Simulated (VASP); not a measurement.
Given:

```xyz
3
Lattice="1.5204 -2.6335 0.0000 1.5204 2.6335 0.0000 0.0000 0.0000 3.4313" Properties=species:S:1:pos:R:3 pbc="T T T"
Mg     3.0409     0.0000     0.0000
B      1.5204     0.8778     1.7157
B      1.5204    -0.8778     1.7157
```

Method: PBEsol GGA, VASP's PBE PAW potentials (set 64) (plane waves; VASP). Settings: 620 eV cut-off, 12×12×9 Γ-centred mesh, first-order Methfessel-Paxton smearing of 0.10 eV, potentials Mg B.

Energy and stress use the plane-wave basis of the starting cell.

**Question.** The ions, cell shape and volume at an external pressure of 10.0 GPa are relaxed. Give the cell that the relaxation ends in.

**Answer.** 
```xyz
3
Lattice="1.5090 -2.6137 0.0000 1.5090 2.6137 0.0000 0.0000 0.0000 3.3894" Properties=species:S:1:pos:R:3 pbc="T T T"
Mg     0.0000     0.0000     0.0000
B      1.5090     0.8712     1.6947
B      1.5090    -0.8712     1.6947
```
Space group P6/mmm (191), at a tolerance of 0.03 Å.

**Question.** How do energy and volume change from the first to the last step?

**Answer.** The energy (σ→0) changes by +11.6 meV/atom and the volume by -2.7 %, in 4 ionic steps.

The compound is MgB2 in the AlB2 type structure. This run relaxes it under an external pressure of 10 GPa. Symmetry was kept, so distortions that lower it aren't found.
